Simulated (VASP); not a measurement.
Consider the following.

```xyz
3
Lattice="2.1684 -3.7557 0.0000 2.1684 3.7557 0.0000 0.0000 0.0000 5.0909" Properties=species:S:1:pos:R:3 pbc="T T T"
Se     0.4961     0.8593     3.3939
Se     3.3446     0.0000     0.0000
Se     0.4961    -0.8593     1.6970
```

Level of theory: r2SCAN+rVV10, VASP's PBE PAW potentials (set 64) (plane waves; VASP). Numerical set-up: 520 eV cut-off, 6×6×5 Γ-centred mesh, Gaussian smearing of 0.050 eV, potentials Se.

**Question.** The ions and cell shape at fixed volume are relaxed. Give the cell that the relaxation ends in.

**Answer.** 
```xyz
3
Lattice="2.1832 -3.7814 0.0000 2.1832 3.7814 0.0000 0.0000 0.0000 5.0220" Properties=species:S:1:pos:R:3 pbc="T T T"
Se     2.6740    -2.9313     3.3480
Se     3.3848     0.0000     5.0220
Se     2.6740     2.9313     1.6740
```
Space group P3_121 (152), at a tolerance of 0.03 Å.

**Question.** How much energy does the relaxation gain?

**Answer.** The energy (σ→0) changes by -3.6 meV/atom, in 6 ionic steps.

```csv
step,E(σ→0) (eV),max force (eV/Å),pressure (GPa),volume (Å³)
1,-42.4681,0.275,-1.65,82.92
2,-42.4773,0.074,-0.79,82.92
3,-42.4783,0.019,-0.40,82.92
4,-42.4783,0.026,-0.37,82.92
5,-42.4787,0.017,-0.35,82.92
6,-42.4788,0.002,-0.31,82.92
```

The compound is Se in the trig structure. This cell is one point of a volume scan, at 1.03 of the reference volume. Symmetry was kept, so distortions that lower it aren't found.
